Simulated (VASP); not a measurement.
# Si15B (a cell with a defect) in VASP: relaxation of the atoms with PBE

Aim: the relaxation of the atoms of Si15B (a cell with a defect) with PBE.

Program: VASP 6.6.1. These are calculated values, not measurements. Logs are shortened: lines on timing, memory, paths and dates and some standing lists are left out, and cuts for length are marked.

## 1. Starting point

The cell holds a defect, 16 atoms: a = 7.734 Å, b = 7.734 Å, c = 7.734 Å, α = 60.00°, β = 60.00°, γ = 60.00°.

## 2. Relaxation of the atoms, PBE

Contents of INCAR:

```
PREC = Normal ; ENCUT = 450
EDIFF = 1E-6 ; ISMEAR = 0
SIGMA = 0.01 ; LREAL = Auto
LASPH = T ; NELM = 80
ALGO = Normal ; ISIF = 2
LWAVE = F ; LCHARG = F
GGA = PE ; IBRION = 2
NSW = 70 ; EDIFFG = -0.025
ICORELEVEL = 1 ; NELECT = 64.0
```

Contents of KPOINTS:

```
regular mesh
0
Gamma
  2 2 2
```

Contents of POSCAR:

```
Si15B
1.0
   -5.4685940000      5.4685940000      0.0000000000
   -5.4685940000      0.0000000000      5.4685940000
    0.0000000000      5.4685940000      5.4685940000
B Si
1 15
Direct
    0.6250000000      0.6250000000      0.1250000000
    0.1250000000      0.6250000000      0.1250000000
    0.6250000000      0.1250000000      0.1250000000
    0.6250000000      0.6250000000      0.6250000000
    0.1250000000      0.1250000000      0.1250000000
    0.1250000000      0.6250000000      0.6250000000
    0.6250000000      0.1250000000      0.6250000000
    0.1250000000      0.1250000000      0.6250000000
    0.7500000000      0.7500000000      0.7500000000
    0.2500000000      0.7500000000      0.7500000000
    0.7500000000      0.2500000000      0.7500000000
    0.7500000000      0.7500000000      0.2500000000
    0.2500000000      0.2500000000      0.7500000000
    0.2500000000      0.7500000000      0.2500000000
    0.7500000000      0.2500000000      0.2500000000
    0.2500000000      0.2500000000      0.2500000000
```

Potentials or basis: VASP PAW PBE potentials, release 64 (B, Si).

On the command line:

```console
> cat potpaw_PBE.64/B/POTCAR potpaw_PBE.64/Si/POTCAR > POTCAR
> mpirun -np 1 vasp_std > vasp.out
```

OUTCAR:

```text
PREC = Normal
   ENCUT = 450
   EDIFF = 1E-6
   ISMEAR = 0
   LREAL = Auto
   LASPH = T
   NELM = 80
   ISIF = 2
   GGA = PE
   IBRION = 2
   NSW = 70
   EDIFFG = -0.025
   NELECT = 64.0

 ion  position               nearest neighbor table
   1  0.625  0.625  0.125-   9 2.37  12 2.37  14 2.37  15 2.37
   2  0.125  0.625  0.125-  10 2.37  12 2.37  14 2.37  16 2.37
   3  0.625  0.125  0.125-  11 2.37  12 2.37  15 2.37  16 2.37
   4  0.625  0.625  0.625-   9 2.37  10 2.37  11 2.37  12 2.37
   5  0.125  0.125  0.125-  13 2.37  14 2.37  15 2.37  16 2.37
   6  0.125  0.625  0.625-   9 2.37  10 2.37  13 2.37  14 2.37
[... 8 lines left out ...]
  15  0.750  0.250  0.250-   1 2.37   3 2.37   5 2.37   7 2.37
  16  0.250  0.250  0.250-   2 2.37   3 2.37   5 2.37   8 2.37

  LATTYP: Found a face centered cubic cell.
 ALAT       =    10.9371880000

  Lattice vectors:

 A1 = (  -5.4685940000,   5.4685940000,   0.0000000000)
 A2 = (  -5.4685940000,   0.0000000000,   5.4685940000)
 A3 = (   0.0000000000,   5.4685940000,   5.4685940000)

Analysis of symmetry for initial positions (statically):
=====================================================================
 Subroutine PRICEL returns:
 Original cell was already a primitive cell.

 Routine SETGRP: Setting up the symmetry group for a
 face centered cubic supercell.

 Subroutine GETGRP returns: Found 24 space group operations
 (whereof  6 operations were pure point group operations)
 out of a pool of 48 trial point group operations.

The static configuration has the point symmetry C_3v.
 The point group associated with its full space group is T_d .

Analysis of symmetry for dynamics (positions and initial velocities):
=====================================================================
 Subroutine PRICEL returns:
 Original cell was already a primitive cell.

 Routine SETGRP: Setting up the symmetry group for a
 face centered cubic supercell.

 Subroutine GETGRP returns: Found 24 space group operations
 (whereof  6 operations were pure point group operations)
 out of a pool of 48 trial point group operations.

The dynamic configuration has the point symmetry C_3v.
 The point group associated with its full space group is T_d .

 Subroutine INISYM returns: Found 24 space group operations
 (whereof  6 operations are pure point group operations),
 and found     1 'primitive' translations

----------------------------------------------------------------------------------------

                                     Primitive cell

  volume of cell :     327.0823

  direct lattice vectors                    reciprocal lattice vectors
    -5.468594000  5.468594000  0.000000000    -0.091431180  0.091431180 -0.091431180
    -5.468594000  0.000000000  5.468594000    -0.091431180 -0.091431180  0.091431180
     0.000000000  5.468594000  5.468594000     0.091431180  0.091431180  0.091431180

  length of vectors
     7.733759802  7.733759802  7.733759802     0.158363448  0.158363448  0.158363448

  position of ions in fractional coordinates (direct lattice)
     0.625000000  0.625000000  0.125000000
     0.125000000  0.625000000  0.125000000
     0.625000000  0.125000000  0.125000000
     0.625000000  0.625000000  0.625000000
     0.125000000  0.125000000  0.125000000
     0.125000000  0.625000000  0.625000000
[... 8 lines left out ...]
     0.750000000  0.250000000  0.250000000
     0.250000000  0.250000000  0.250000000

  ion indices of the primitive-cell ions
   primitive index   ion index
                 1           1
                 2           2
                 3           3
                 4           4
                 5           5
                 6           6
[... 8 lines left out ...]
                15          15
                16          16

----------------------------------------------------------------------------------------

 KPOINTS: regular mesh

Automatic generation of k-mesh.
 Grid dimensions read from file:
 generate k-points for:    2    2    2

 Generating k-lattice:

  Cartesian coordinates                     Fractional coordinates (reciprocal lattice)
    -0.045715590  0.045715590 -0.045715590     0.500000000  0.000000000  0.000000000
    -0.045715590 -0.045715590  0.045715590     0.000000000  0.500000000  0.000000000
     0.045715590  0.045715590  0.045715590     0.000000000  0.000000000  0.500000000

  Length of vectors
     0.079181724  0.079181724  0.079181724

  Shift w.r.t. Gamma in fractional coordinates (k-lattice)
     0.000000000  0.000000000  0.000000000

 Subroutine IBZKPT returns following result:
 ===========================================

 Found      3 irreducible k-points:

 Following reciprocal coordinates:
            Coordinates               Weight
  0.000000  0.000000  0.000000      1.000000
  0.500000  0.000000  0.000000      4.000000
  0.500000  0.500000  0.000000      3.000000
   k-points           NKPTS =      3   k-points in BZ     NKDIM =      3   number of bands    NBANDS=     41
   number of dos      NEDOS =    301   number of ions     NIONS =     16
   total plane-waves  NPLWV =  64000
   dimension x,y,z NGX =    40 NGY =   40 NGZ =   40
   dimension x,y,z NGXF=    80 NGYF=   80 NGZF=   80
   ions per type =               1  15
   NGX,Y,Z   is equivalent  to a cutoff of   8.60,  8.60,  8.60 a.u.
   NGXF,Y,Z  is equivalent  to a cutoff of  17.20, 17.20, 17.20 a.u.
 SYSTEM =  unknown system
   PREC   = normal    normal or accurate (medium, high low for compatibility)
   ISTART =      0    job   : 0-new  1-cont  2-samecut
   ICHARG =      2    charge: 1-file 2-atom 10-const
   ISPIN  =      1    spin polarized calculation?
   LNONCOLLINEAR =      F non collinear calculations
   LSORBIT =      F    spin-orbit coupling
   LASPH  =      T    aspherical Exc in radial PAW
   ENCUT  =  450.0 eV  33.07 Ry    5.75 a.u.  13.38 13.38 13.38*2*pi/ulx,y,z
   NELM   =     80;   NELMIN=  2; NELMDL= -5     # of ELM steps
   EDIFF  = 0.1E-05   stopping-criterion for ELM
   LREAL  =      T    real-space projection
   EDIFFG = -.3E-01   stopping-criterion for IOM
   NSW    =     70    number of steps for IOM
   IBRION =      2    ionic relax: 0-MD 1-quasi-New 2-CG
   NFREE  =      1    steps in history (QN), initial steepest desc. (CG)
   ISIF   =      2    stress and relaxation
   ISYM   =      2    0-nonsym 1-usesym 2-fastsym
   POTIM  = 0.5000    time-step for ionic-motion
   TEBEG  =    0.0;   TEEND  =   0.0 temperature during run
   PSTRESS=    0.0 pullay stress
   NELECT =      64.0000    total number of electrons
   NUPDOWN=      -1.0000    fix difference up-down
   EMIN   =  10.00;   EMAX   =-10.00  energy-range for DOS
   EFERMI =   0.00;   METHOD = LEGACY
   ISMEAR =     0;   SIGMA  =   0.01  broadening in eV -4-tet -1-fermi 0-gaus
   EFERMI_NEDOS =   21; number of points for ismear=-14 and -15
   IALGO  =     38    algorithm
   IMIX   =      4    mixing-type and parameters
     AMIX     =   0.40;   BMIX     =  1.00
     AMIX_MAG =   1.60;   BMIX_MAG =  1.00
  volume/ion in A,a.u.               =      20.44       137.95
  Fermi-wavevector in a.u.,A,eV,Ry     =   0.950421  1.796034 12.290132  0.903299
  Thomas-Fermi vector in A             =   2.078796
   LORBIT       =      0    0 simple, 1 ext, 2 COOP (PROOUT), +10 PAW based schemes
   GGA     = PE    functional components
   LHFCALC =     F    Hartree Fock is set to
   AEXX    =    0.0000 exact exchange contribution
   IVDW    =     0    specifies the selected vdW correction
   LEPSILON=     F    determine dielectric tensor
   LRPA    =     F    only Hartree local field effects (RPA)
 conjugate gradient relaxation of ions
 non-spin polarized calculation
 Gauss-broadening in eV      SIGMA  =   0.01
  energy-cutoff  :      450.00
  volume of cell :      327.08
 maximum number of plane-waves:      7120
   NGX = 27   NGY = 27   NGZ = 27

--------------------------------------- Ionic step        1  -------------------------------------------

 number of electron      64.0000004 magnetization

 Free energy of the ion-electron system (eV)
  ---------------------------------------------------
  ext. energy  EPLUGINS =         0.00000000
  ---------------------------------------------------
  free energy    TOTEN  =       -79.18329938 eV

  energy without entropy =      -79.18329938  energy(sigma->0) =      -79.18329938

------------------------ aborting loop because EDIFF is reached ----------------------------------------

  FORCE on cell =-STRESS in cart. coord.  units (eV):
  Direction    XX          YY          ZZ          XY          YZ          ZX
  --------------------------------------------------------------------------------------
  -------------------------------------------------------------------------------------
  Total        3.2454452      3.2454452      3.2454452     -0.0000000     -0.0000000      0.0000000
  in kB       15.8974628     15.8974628     15.8974628     -0.0000000     -0.0000000      0.0000000
  external PRESSURE =      15.8974628 kB  Pullay stress =       0.0000000 kB

 VOLUME and BASIS-vectors are now :
 -----------------------------------------------------------------------------
  energy-cutoff  :      450.00
  volume of cell :      327.08
      direct lattice vectors                 reciprocal lattice vectors
    -5.468594000  5.468594000  0.000000000    -0.091431180  0.091431180 -0.091431180
    -5.468594000  0.000000000  5.468594000    -0.091431180 -0.091431180  0.091431180
     0.000000000  5.468594000  5.468594000     0.091431180  0.091431180  0.091431180
[... 358 lines left out ...]
     -4.10145      4.07293      6.83574        -0.000000     -0.005433      0.000000
[... 8 lines left out ...]
     -5.58453      5.35266      2.85023        -0.016963     -0.016963      0.016963
     -2.74567      2.72292      2.72292         0.001037      0.001037      0.001037
 -----------------------------------------------------------------------------------
    total drift:                                0.000000     -0.000001     -0.000001

  FREE ENERGIE OF THE ION-ELECTRON SYSTEM (eV)
  ---------------------------------------------------
  free  energy   TOTEN  =       -80.2409137852 eV

  energy  without entropy=      -80.2409137852  energy(sigma->0) =      -80.24091379

--------------------------------------- Ionic step        9  -------------------------------------------

 number of electron      64.0000002 magnetization

 Free energy of the ion-electron system (eV)
  ---------------------------------------------------
  ext. energy  EPLUGINS =         0.00000000
  ---------------------------------------------------
  free energy    TOTEN  =       -80.24104618 eV

  energy without entropy =      -80.24104618  energy(sigma->0) =      -80.24104618

 the core state eigenenergies are
   1-  1s   -167.9860
   2-  1s  -1774.4116  2s   -128.4075  2p    -84.4313
   3-  1s  -1774.4116  2s   -128.4075  2p    -84.4313
   4-  1s  -1774.4116  2s   -128.4075  2p    -84.4313
   5-  1s  -1774.4116  2s   -128.4075  2p    -84.4313
   6-  1s  -1774.4116  2s   -128.4075  2p    -84.4313
   7-  1s  -1774.4116  2s   -128.4075  2p    -84.4313
   8-  1s  -1774.4543  2s   -128.4684  2p    -84.4909
   9-  1s  -1774.6872  2s   -128.5689  2p    -84.6005
  10-  1s  -1774.3672  2s   -128.3938  2p    -84.4154
  11-  1s  -1774.3672  2s   -128.3938  2p    -84.4154
  12-  1s  -1774.6872  2s   -128.5689  2p    -84.6005
  13-  1s  -1774.3672  2s   -128.3938  2p    -84.4154
  14-  1s  -1774.6872  2s   -128.5689  2p    -84.6005
  15-  1s  -1774.6872  2s   -128.5689  2p    -84.6005
  16-  1s  -1774.3672  2s   -128.3938  2p    -84.4154

 E-fermi :   5.5141     XC(G=0):  -9.2831

 val. band max:        5.4547652302   @ k =   0.0000   0.0000   0.0000
 cond. band min:       5.9838868575   @ k =   0.0000   0.0000   0.0000
 fundamental gap:      0.5291216273
 Fermi energy:         5.5141361753

 k-point     1 :       0.0000    0.0000    0.0000
  band No.  band energies     occupation
      1      -6.3568      2.00000
      2      -4.0909      2.00000
      3      -4.0909      2.00000
      4      -4.0909      2.00000
      5      -3.9805      2.00000
      6      -2.3207      2.00000
[... 33 lines left out ...]
     40       6.8463      0.00000
     41       6.8463      0.00000

 k-point     2 :       0.5000    0.0000    0.0000
  band No.  band energies     occupation
      1      -5.6481      2.00000
      2      -5.4924      2.00000
      3      -3.7940      2.00000
      4      -3.7940      2.00000
      5      -3.7215      2.00000
      6      -3.6267      2.00000
[... 33 lines left out ...]
     40       7.4086      0.00000
     41       8.7759      0.00000

 k-point     3 :       0.5000    0.5000    0.0000
  band No.  band energies     occupation
      1      -5.3104      2.00000
      2      -5.3032      2.00000
      3      -4.3814      2.00000
      4      -4.3814      2.00000
      5      -4.2947      2.00000
      6      -4.2790      2.00000
[... 58 lines left out ...]
     -4.10145      1.36715      4.13020        -0.000000      0.000000      0.000859
     -4.10145      4.13020      1.36715        -0.000000      0.000859      0.000000
     -6.86450      6.83574      6.83574        -0.000859      0.000000      0.000000
     -1.33839      1.36715      1.36715         0.000859      0.000000      0.000000
     -4.10145      4.07269      6.83574        -0.000000     -0.000859      0.000000
[... 8 lines left out ...]
     -5.58552      5.35167      2.85122        -0.005068     -0.005068      0.005068
     -2.74565      2.72295      2.72295         0.000114      0.000114      0.000114
 -----------------------------------------------------------------------------------
    total drift:                                0.000001     -0.000001     -0.000001

  FREE ENERGIE OF THE ION-ELECTRON SYSTEM (eV)
  ---------------------------------------------------
  free  energy   TOTEN  =       -80.2410461808 eV

  energy  without entropy=      -80.2410461808  energy(sigma->0) =      -80.24104618

 reached required accuracy - stopping structural energy minimisation
```

Wall time 66 s (1 thread of Intel Xeon 6975P-C (Granite Rapids), shared host); peak memory 0.25 GiB.

Results:

```yaml
Free_energy: -80.2410 eV
Energy_gained_by_relaxing: 66.1 meV/atom
Ionic_steps: 9
Largest_force_after_relaxing: 0.009 eV/Å
Band_gap_on_the_k_mesh: 0.53 eV, direct
```

Forces in eV/Å, atoms in the order of the input:
```
B    0.000  0.000  0.000
Si   0.000  0.000  0.001
Si   0.000  0.001  0.000
Si  -0.001  0.000  0.000
Si   0.001  0.000  0.000
Si   0.000 -0.001  0.000
Si   0.000  0.000 -0.001
Si   0.000  0.000  0.000
Si   0.005  0.005  0.005
Si   0.000  0.000  0.000
Si   0.000  0.000  0.000
Si   0.005 -0.005 -0.005
Si   0.000  0.000  0.000
Si  -0.005  0.005 -0.005
Si  -0.005 -0.005  0.005
Si   0.000  0.000  0.000
```

Step by step:
```
step  energy change (eV)  largest force (eV/Å)  pressure (GPa)
   1              0.0000                2.3359            1.59
   2             -0.8355                1.1273            0.98
   3             -1.0527                0.1425            0.57
   4             -1.0546                0.1079            0.53
   5             -1.0545                0.0947            0.54
   6             -1.0576                0.0326            0.56
   7             -1.0576                0.0295            0.56
   8             -1.0576                0.0294            0.56
   9             -1.0577                0.0088            0.56
```

Final structure:
```
B Si
1.0
    -5.46859    5.46859    0.00000
    -5.46859    0.00000    5.46859
     0.00000    5.46859    5.46859
B Si
1 15
Direct
  0.62500 0.62500 0.12500
  0.12237 0.62763 0.12763
  0.62763 0.12237 0.12763
  0.62763 0.62763 0.62237
  0.12237 0.12237 0.12763
  0.12237 0.62763 0.62237
  0.62763 0.12237 0.62237
  0.12500 0.12500 0.62500
  0.73931 0.73931 0.78207
  0.25104 0.74689 0.75104
  0.74689 0.25104 0.75104
  0.73931 0.73931 0.23931
  0.25104 0.25104 0.75104
  0.28207 0.73931 0.23931
  0.73931 0.28207 0.23931
  0.25104 0.25104 0.24689
```

Core levels (eV, on the scale of the bands):
| atom | levels |
| --- | --- |
| 1 B | 1s -168.0 |
| 2 Si | 1s -1774.4, 2s -128.4, 2p -84.4 |
| 3 Si | 1s -1774.4, 2s -128.4, 2p -84.4 |
| 4 Si | 1s -1774.4, 2s -128.4, 2p -84.4 |
| 5 Si | 1s -1774.4, 2s -128.4, 2p -84.4 |
| 6 Si | 1s -1774.4, 2s -128.4, 2p -84.4 |

Caveat: the k mesh is coarse (spacing up to 0.50 Å⁻¹), so the values aren't converged; the cell is charged against a uniform background, so pressure and absolute levels hang on convention.
